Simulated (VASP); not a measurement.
OSZICAR of a VASP run on PbO (relaxed from the NiAs type structure, space group P6_3/mmc):

**OSZICAR**
```
       N       E                     dE             d eps       ncg     rms          rms(c)
DAV:   1     0.491015116336E+03    0.49102E+03   -0.22905E+04  2016   0.234E+03
DAV:   2     0.341765440755E+02   -0.45684E+03   -0.44840E+03  2168   0.552E+02
DAV:   3    -0.234565369605E+02   -0.57633E+02   -0.55889E+02  2648   0.208E+02
DAV:   4    -0.254137464420E+02   -0.19572E+01   -0.19554E+01  2240   0.410E+01
DAV:   5    -0.254855215763E+02   -0.71775E-01   -0.71768E-01  2856   0.751E+00    0.109E+01
DAV:   6    -0.221299219764E+02    0.33556E+01   -0.28136E+01  3064   0.387E+01    0.591E+00
DAV:   7    -0.218256867003E+02    0.30424E+00   -0.34715E+00  2656   0.146E+01    0.231E+00
DAV:   8    -0.218337413066E+02   -0.80546E-02   -0.97003E-01  2128   0.725E+00    0.185E+00
DAV:   9    -0.217861744470E+02    0.47567E-01   -0.20127E-01  2744   0.365E+00    0.275E-01
DAV:  10    -0.217880016132E+02   -0.18272E-02   -0.24097E-02  2784   0.914E-01    0.124E-01
DAV:  11    -0.217878163635E+02    0.18525E-03   -0.13198E-03  3120   0.399E-01    0.530E-02
DAV:  12    -0.217878226455E+02   -0.62820E-05   -0.12962E-04  2568   0.917E-02    0.264E-02
DAV:  13    -0.217878089420E+02    0.13704E-04   -0.57887E-05  3144   0.758E-02    0.191E-03
DAV:  14    -0.217878095420E+02   -0.60004E-06   -0.58062E-06  2184   0.148E-02
   1 F= -.17638103E+02 E0= -.17638157E+02  d E =-.176381E+02
       N       E                     dE             d eps       ncg     rms          rms(c)
DAV:   1    -0.238012572083E+02   -0.20134E+01   -0.68010E+01  2376   0.131E+02    0.940E+00
DAV:   2    -0.217839239700E+02    0.20173E+01   -0.74926E+00  2616   0.351E+01    0.280E+00
DAV:   3    -0.215130443629E+02    0.27088E+00   -0.10588E+00  2792   0.186E+01    0.116E+00
DAV:   4    -0.214877633116E+02    0.25281E-01   -0.22003E-01  2960   0.599E+00    0.243E-01
DAV:   5    -0.214897112289E+02   -0.19479E-02   -0.17771E-02  2696   0.138E+00    0.116E-01
DAV:   6    -0.214894786162E+02    0.23261E-03   -0.31906E-03  3120   0.956E-01    0.379E-02
DAV:   7    -0.214895169773E+02   -0.38361E-04   -0.23279E-04  2752   0.129E-01    0.891E-03
DAV:   8    -0.214895178028E+02   -0.82554E-06   -0.67574E-06  2856   0.291E-02
   2 F= -.17636641E+02 E0= -.17636595E+02  d E =0.146129E-02
       N       E                     dE             d eps       ncg     rms          rms(c)
DAV:   1    -0.222308151465E+02   -0.74130E+00   -0.18084E+01  2376   0.739E+01    0.457E+00
DAV:   2    -0.217545660501E+02    0.47625E+00   -0.18214E+00  2312   0.166E+01    0.140E+00
DAV:   3    -0.216829788422E+02    0.71587E-01   -0.25349E-01  2680   0.104E+01    0.601E-01
DAV:   4    -0.216749945709E+02    0.79843E-02   -0.67074E-02  2824   0.351E+00    0.126E-01
DAV:   5    -0.216751711754E+02   -0.17660E-03   -0.37183E-03  2856   0.755E-01    0.513E-02
DAV:   6    -0.216751661453E+02    0.50301E-05   -0.67287E-04  3152   0.447E-01    0.185E-02
DAV:   7    -0.216751622146E+02    0.39307E-05   -0.79781E-05  3080   0.833E-02    0.777E-03
DAV:   8    -0.216751613785E+02    0.83611E-06   -0.82778E-06  2160   0.386E-02
   3 F= -.17676430E+02 E0= -.17676326E+02  d E =-.383272E-01
       N       E                     dE             d eps       ncg     rms          rms(c)
DAV:   1    -0.216723994396E+02    0.27628E-02   -0.70830E-03  2400   0.141E+00    0.929E-02
DAV:   2    -0.216722046325E+02    0.19481E-03   -0.76572E-04  2360   0.332E-01    0.286E-02
DAV:   3    -0.216721754002E+02    0.29232E-04   -0.11028E-04  2768   0.197E-01    0.128E-02
DAV:   4    -0.216721725722E+02    0.28280E-05   -0.27935E-05  2752   0.715E-02    0.259E-03
DAV:   5    -0.216721733879E+02   -0.81572E-06   -0.16066E-06  1368   0.166E-02
   4 F= -.17676423E+02 E0= -.17676318E+02  d E =-.383208E-01
       N       E                     dE             d eps       ncg     rms          rms(c)
DAV:   1    -0.216759871641E+02   -0.38146E-02   -0.37502E-01  2152   0.555E+00    0.443E-01
DAV:   2    -0.216717422525E+02    0.42449E-02   -0.14724E-02  2968   0.145E+00    0.250E-01
DAV:   3    -0.216696540007E+02    0.20883E-02   -0.29356E-03  2952   0.856E-01    0.942E-02
DAV:   4    -0.216694123081E+02    0.24169E-03   -0.10592E-03  3104   0.326E-01    0.203E-02
DAV:   5    -0.216694151468E+02   -0.28387E-05   -0.12017E-04  2336   0.154E-01    0.783E-03
DAV:   6    -0.216694143886E+02    0.75818E-06   -0.55427E-06  2520   0.373E-02
   5 F= -.17678376E+02 E0= -.17678292E+02  d E =-.195246E-02
       N       E                     dE             d eps       ncg     rms          rms(c)
DAV:   1    -0.216811352425E+02   -0.11720E-01   -0.11174E+00  2152   0.957E+00    0.772E-01
DAV:   2    -0.216686157666E+02    0.12519E-01   -0.45702E-02  2992   0.247E+00    0.434E-01
DAV:   3    -0.216626801502E+02    0.59356E-02   -0.84046E-03  2984   0.144E+00    0.175E-01
DAV:   4    -0.216617864159E+02    0.89373E-03   -0.31716E-03  3048   0.596E-01    0.354E-02
DAV:   5    -0.216617997546E+02   -0.13339E-04   -0.40078E-04  2392   0.280E-01    0.135E-02
DAV:   6    -0.216617979449E+02    0.18097E-05   -0.19532E-05  3312   0.616E-02    0.446E-03
DAV:   7    -0.216617979902E+02   -0.45249E-07   -0.22441E-06  1496   0.142E-02
   6 F= -.17679140E+02 E0= -.17679085E+02  d E =-.271651E-02
```

Which electronic solver shows in the log?

It is blocked Davidson (ALGO = Normal, or the opening steps of other solvers). The INCAR had ALGO = Normal.

Can the final energy be trusted as converged?

Self-consistency was reached. It stopped with EDIFF = 1E-6, NELM = 100, NSW = 40 and EDIFFG = -0.02 after 6 ionic steps (PBEsol GGA, plane waves, VASP's PBE PAW potentials (set 64)). Energy and stress use the plane-wave basis of the starting cell.

The structure was generated: PbO was put into the NiAs type type (P6_3/mmc), which need not be its known phase. This run relaxes it under an external pressure of 10 GPa. Symmetry was kept, so distortions that lower it aren't found.
